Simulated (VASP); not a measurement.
Output of a VASP run:

OSZICAR:
```
...
RMM:   2    -0.222040415284E+03   -0.45385E-02   -0.52054E-02   640   0.343E-01    0.889E-02
RMM:   3    -0.222041309845E+03   -0.89456E-03   -0.84415E-03   681   0.142E-01    0.522E-02
RMM:   4    -0.222041352194E+03   -0.42350E-04   -0.10465E-03   649   0.590E-02    0.363E-02
RMM:   5    -0.222041367275E+03   -0.15080E-04   -0.27195E-04   684   0.304E-02    0.261E-02
RMM:   6    -0.222041369621E+03   -0.23468E-05   -0.50690E-05   478   0.134E-02
  11 F= -.22204137E+03 E0= -.22202212E+03  d E =-.261847E-01  mag=     2.0000
       N       E                     dE             d eps       ncg     rms          rms(c)
DAV:   1    -0.222041613301E+03   -0.24603E-03   -0.45829E-01   640   0.116E+00    0.181E-01
RMM:   2    -0.222043738194E+03   -0.21249E-02   -0.24072E-02   640   0.233E-01    0.604E-02
RMM:   3    -0.222044156272E+03   -0.41808E-03   -0.38456E-03   675   0.965E-02    0.331E-02
RMM:   4    -0.222044185268E+03   -0.28995E-04   -0.48026E-04   648   0.400E-02    0.234E-02
RMM:   5    -0.222044196030E+03   -0.10762E-04   -0.12193E-04   602   0.207E-02    0.160E-02
RMM:   6    -0.222044201527E+03   -0.54970E-05   -0.25449E-05   409   0.966E-03
  12 F= -.22204420E+03 E0= -.22202499E+03  d E =-.290166E-01  mag=     2.0000
       N       E                     dE             d eps       ncg     rms          rms(c)
DAV:   1    -0.222044211714E+03   -0.15684E-04   -0.94948E-03   672   0.167E-01    0.253E-02
RMM:   2    -0.222044253011E+03   -0.41297E-04   -0.49101E-04   640   0.333E-02    0.872E-03
RMM:   3    -0.222044259155E+03   -0.61443E-05   -0.73011E-05   484   0.135E-02    0.442E-03
RMM:   4    -0.222044258740E+03    0.41453E-06   -0.89761E-06   346   0.538E-03
  13 F= -.22204426E+03 E0= -.22202504E+03  d E =-.290738E-01  mag=     2.0000
       N       E                     dE             d eps       ncg     rms          rms(c)
DAV:   1    -0.222047576273E+03   -0.33171E-02   -0.17997E-01   656   0.783E-01    0.148E-01
RMM:   2    -0.222048535080E+03   -0.95881E-03   -0.11214E-02   640   0.175E-01    0.497E-02
RMM:   3    -0.222048689325E+03   -0.15424E-03   -0.16253E-03   651   0.718E-02    0.236E-02
RMM:   4    -0.222048706199E+03   -0.16874E-04   -0.26873E-04   662   0.306E-02    0.170E-02
RMM:   5    -0.222048708640E+03   -0.24412E-05   -0.59432E-05   521   0.152E-02
  14 F= -.22204871E+03 E0= -.22202940E+03  d E =-.444990E-02  mag=     2.0000
       N       E                     dE             d eps       ncg     rms          rms(c)
DAV:   1    -0.222049004116E+03   -0.29792E-03   -0.28138E-02   720   0.310E-01    0.580E-02
RMM:   2    -0.222049154133E+03   -0.15002E-03   -0.17647E-03   640   0.697E-02    0.198E-02
RMM:   3    -0.222049179540E+03   -0.25407E-04   -0.26949E-04   655   0.290E-02    0.104E-02
RMM:   4    -0.222049182019E+03   -0.24790E-05   -0.44554E-05   470   0.126E-02
  15 F= -.22204918E+03 E0= -.22202987E+03  d E =-.492328E-02  mag=     2.0000
       N       E                     dE             d eps       ncg     rms          rms(c)
DAV:   1    -0.222050932103E+03   -0.17526E-02   -0.71839E-02   640   0.512E-01    0.874E-02
RMM:   2    -0.222051233668E+03   -0.30157E-03   -0.36666E-03   640   0.104E-01    0.304E-02
RMM:   3    -0.222051290875E+03   -0.57207E-04   -0.58821E-04   657   0.437E-02    0.153E-02
RMM:   4    -0.222051300108E+03   -0.92326E-05   -0.10799E-04   610   0.189E-02    0.120E-02
RMM:   5    -0.222051300790E+03   -0.68283E-06   -0.16530E-05   400   0.840E-03
  16 F= -.22205130E+03 E0= -.22203200E+03  d E =-.211877E-02  mag=     2.0000
```

OUTCAR:
```
------------------------ aborting loop because EDIFF is reached ----------------------------------------
  FORCE on cell =-STRESS in cart. coord.  units (eV):
  Direction    XX          YY          ZZ          XY          YZ          ZX
  --------------------------------------------------------------------------------------
  Total       16.4349405     16.4348994     16.4647393     -0.1149265     -0.1073351     -0.0286417
  in kB       13.6465420     13.6465079     13.6712851     -0.0954278     -0.0891243     -0.0237823
  external PRESSURE =      13.6547783 kB  Pullay stress =       0.0000000 kB
  volume of cell :     1929.55
      direct lattice vectors                 reciprocal lattice vectors
    12.449503558  0.000000000  0.000000000     0.080324488  0.000000000  0.000000000
     0.000000000 12.449503558  0.000000000     0.000000000  0.080324488  0.000000000
     0.000000000  0.000000000 12.449503558     0.000000000  0.000000000  0.080324488
  FREE ENERGIE OF THE ION-ELECTRON SYSTEM (eV)
  ---------------------------------------------------
  free  energy   TOTEN  =      -222.0513007905 eV

  energy  without entropy=     -222.0126964593  energy(sigma->0) =     -222.03199862

 total charge

# of ion       s       p       d       tot
------------------------------------------
    1        1.106   1.061   0.080   2.247
    2        1.115   1.069   0.081   2.265
    3        1.115   1.070   0.082   2.266
    4        1.130   1.063   0.080   2.273
    5        1.115   1.072   0.082   2.269
    6        1.127   1.066   0.081   2.274
    7        1.115   1.069   0.081   2.265
    8        1.115   1.071   0.082   2.268
    9        1.115   1.058   0.079   2.252
   10        1.115   1.058   0.079   2.251
   11        1.127   1.066   0.081   2.274
   12        1.115   1.058   0.079   2.251
   13        1.115   1.071   0.082   2.268
   14        1.106   1.058   0.080   2.244
   15        1.115   1.068   0.081   2.264
   16        1.115   1.072   0.082   2.268
   17        1.115   1.059   0.079   2.253
   18        1.115   1.057   0.079   2.250
   19        1.106   1.060   0.080   2.246
   20        1.115   1.058   0.079   2.252
   21        1.115   1.057   0.079   2.251
   22        1.115   1.069   0.081   2.265
   23        1.115   1.058   0.079   2.252
   24        1.115   1.056   0.078   2.250
   25        1.115   1.070   0.082   2.266
   26        1.127   1.065   0.081   2.273
   27        1.115   1.056   0.078   2.250
   28        1.115   1.068   0.081   2.264
   29        1.115   1.057   0.079   2.250
   30        1.115   1.056   0.078   2.250
   31        1.115   1.069   0.081   2.265
   32        1.137   1.317   0.022   2.476
   33        1.137   1.317   0.022   2.476
   34        1.137   1.317   0.022   2.476
   35        1.142   1.321   0.022   2.486
   36        1.143   1.322   0.022   2.487
   37        1.143   1.322   0.022   2.487
   38        1.142   1.321   0.022   2.486
   39        1.143   1.322   0.022   2.487
   40        1.182   1.239   0.019   2.440
   41        1.143   1.322   0.022   2.487
   42        1.143   1.322   0.022   2.487
   43        1.143   1.321   0.022   2.486
   44        1.142   1.321   0.022   2.485
   45        1.137   1.316   0.022   2.475
   46        1.137   1.317   0.022   2.475
   47        1.143   1.322   0.022   2.487
   48        1.181   1.239   0.019   2.440
...
```
(Selected blocks of OUTCAR.)

POSCAR:
```
Ga31Sb32
1
   12.4495035576    -0.0000000000    -0.0000000000
   -0.0000000000    12.4495035576     0.0000000000
    0.0000000000     0.0000000000    12.4495035576
Ga Sb
31 32
Direct
  0.5000000000   0.0000000000   0.0000000000
  0.7500000000   0.2500000000   0.0000000000
  0.7500000000   0.0000000000   0.2500000000
  0.0000000000   0.0000000000   0.0000000000
  0.2500000000   0.2500000000   0.0000000000
  0.5000000000   0.5000000000   0.0000000000
  0.7500000000   0.7500000000   0.0000000000
  0.2500000000   0.0000000000   0.2500000000
  0.5000000000   0.2500000000   0.2500000000
  0.7500000000   0.5000000000   0.2500000000
  0.5000000000   0.0000000000   0.5000000000
  0.7500000000   0.2500000000   0.5000000000
  0.7500000000   0.0000000000   0.7500000000
  0.0000000000   0.5000000000   0.0000000000
  0.2500000000   0.7500000000   0.0000000000
  0.0000000000   0.2500000000   0.2500000000
  0.2500000000   0.5000000000   0.2500000000
  0.5000000000   0.7500000000   0.2500000000
  0.0000000000   0.0000000000   0.5000000000
  0.2500000000   0.2500000000   0.5000000000
  0.7500000000   0.7500000000   0.5000000000
  0.2500000000   0.0000000000   0.7500000000
  0.5000000000   0.2500000000   0.7500000000
  0.7500000000   0.5000000000   0.7500000000
  0.0000000000   0.7500000000   0.2500000000
  0.0000000000   0.5000000000   0.5000000000
  0.2500000000   0.7500000000   0.5000000000
  0.0000000000   0.2500000000   0.7500000000
  0.2500000000   0.5000000000   0.7500000000
  0.5000000000   0.7500000000   0.7500000000
  0.0000000000   0.7500000000   0.7500000000
  0.6250000000   0.1250000000   0.1250000000
  0.8750000000   0.3750000000   0.1250000000
  0.8750000000   0.1250000000   0.3750000000
  0.1250000000   0.1250000000   0.1250000000
  0.3750000000   0.3750000000   0.1250000000
  0.6250000000   0.6250000000   0.1250000000
  0.8750000000   0.8750000000   0.1250000000
  0.3750000000   0.1250000000   0.3750000000
  0.6253820000   0.3788300000   0.3782570000
  0.8750000000   0.6250000000   0.3750000000
  0.6250000000   0.1250000000   0.6250000000
  0.8750000000   0.3750000000   0.6250000000
  0.8750000000   0.1250000000   0.8750000000
  0.1250000000   0.6250000000   0.1250000000
  0.3750000000   0.8750000000   0.1250000000
  0.1250000000   0.3750000000   0.3750000000
  0.3758670000   0.6265640000   0.3753310000
  0.6250000000   0.8750000000   0.3750000000
  0.1250000000   0.1250000000   0.6250000000
  0.3759950000   0.3788390000   0.6263570000
  0.6245640000   0.6227410000   0.6281610000
  0.8750000000   0.8750000000   0.6250000000
  0.3750000000   0.1250000000   0.8750000000
  0.6250000000   0.3750000000   0.8750000000
  0.8750000000   0.6250000000   0.8750000000
  0.1250000000   0.8750000000   0.3750000000
  0.1250000000   0.6250000000   0.6250000000
  0.3750000000   0.8750000000   0.6250000000
  0.1250000000   0.3750000000   0.8750000000
  0.3750000000   0.6250000000   0.8750000000
  0.6250000000   0.8750000000   0.8750000000
  0.1250000000   0.8750000000   0.8750000000
```

Task: Reconstruct the remaining input files.

Result: This is not unique; one that fits is the input of the run itself, PBE GGA, plane waves, VASP's PBE PAW potentials (set 64).

KPOINTS:
```
K-points
0
G
 1 1 1
```

INCAR:
```
PREC = Normal
MAGMOM = 63*0.0317
LMAXMIX = 4
NSW = 60   ! most ionic steps
ALGO = Fast   ! Davidson, then RMM-DIIS
NELMIN = 4
EDIFFG = -0.03   ! ionic stop
IBRION = 2   ! conjugate gradients
ISMEAR = 0
NELECT = 254.0
ENCUT = 400
SYSTEM = Ga31Sb32
SIGMA = 0.05   ! width (eV)
NUPDOWN = 2
GGA = PE
LWAVE = .False.
ISYM = 0
ISPIN = 2
LCHARG = .False.
LASPH = .True.   ! aspherical one-centre terms
NELM = 100
LREAL = Auto   ! projection in real space or not
LORBIT = 10
EDIFF = 1E-5   ! SCF stop (eV)
ISIF = 2
```

POTCAR, in this order: Ga Sb (PBE.64 set). Program: vasp_gam.

The cell is charged, with a uniform compensating background. The supercell is sampled at Γ alone, which is coarse: total energies, pressure and levels can be off, energies of defects by several tenths of an eV.

The cell is a supercell with a defect, built from GaSb (zinc blende): vac_Ga, charge -1.
